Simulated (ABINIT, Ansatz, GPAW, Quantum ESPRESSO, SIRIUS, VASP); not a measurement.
# BiTe: programs and potentials compared

```xyz
2
Lattice="0.0000 3.2350 3.2350 3.2350 0.0000 3.2350 3.2350 3.2350 0.0000" Properties=species:S:1:pos:R:3 pbc="T T T"
Bi    0.0486    0.0219   -0.0837
Te    3.2170    3.2295    3.1974
```

Atoms were shifted at random by some hundredths of an Å from the given cell, which wasn't relaxed again for these runs.

Alike in all runs: task single point; functional PBEsol; k mesh 7 × 7 × 7; occupations fermi-dirac, width 0.05 eV; no spin polarisation; no spin-orbit coupling. Pressure is positive in compression and, in plane waves, holds the error of the finite cutoff.

```csv
program and potentials,plane-wave cutoff (eV),notes,pressure (GPa),largest force (eV/Å),energy over the undisturbed cell (meV/atom)
"ABINIT, PseudoDojo NC SR PBEsol v0.4.1 standard",1088,15.5 valence electrons an atom on average,-1.36,0.230,-
"GPAW, PAW data sets generated for this functional",600,10.5 valence electrons an atom on average,-1.63,0.223,4.75
"Ansatz, all-electron LAPW, scalar-relativistic",-,-,-1.40,0.225,-
"Quantum ESPRESSO, PseudoDojo 0.4.1 SR PBEsol standard",1088,15.5 valence electrons an atom on average,-1.37,0.230,4.88
"SIRIUS, PseudoDojo 0.4.1 PBEsol standard (scalar relativistic)",1102,15.5 valence electrons an atom on average,-1.37,0.231,-
"VASP, PBE PAW files Bi_d, Te, 520 eV",520,potentials made for PBE; 10.5 valence electrons an atom on average,-1.44,0.227,-
```

Force on atom 1 (Bi), eV/Å:

```json
{"program and potentials": "ABINIT, PseudoDojo NC SR PBEsol v0.4.1 standard", "x": "-0.180", "y": "-0.073", "z": "0.123"}
{"program and potentials": "GPAW, PAW data sets generated for this functional", "x": "-0.175", "y": "-0.071", "z": "0.119"}
{"program and potentials": "Ansatz, all-electron LAPW, scalar-relativistic", "x": "-0.176", "y": "-0.071", "z": "0.121"}
{"program and potentials": "Quantum ESPRESSO, PseudoDojo 0.4.1 SR PBEsol standard", "x": "-0.180", "y": "-0.073", "z": "0.123"}
{"program and potentials": "SIRIUS, PseudoDojo 0.4.1 PBEsol standard (scalar relativistic)", "x": "-0.180", "y": "-0.073", "z": "0.123"}
{"program and potentials": "VASP, PBE PAW files Bi_d, Te, 520 eV", "x": "-0.178", "y": "-0.072", "z": "0.122"}
```

The pressure spans -1.63 (GPAW, PAW data sets generated for this functional) to -1.36 GPa (ABINIT, PseudoDojo NC SR PBEsol v0.4.1 standard), with all-electron results at -1.40.

The functional is the same throughout but for its coding, so the spread measures potentials, basis and numerics; runs on potential files found faulty are left out.
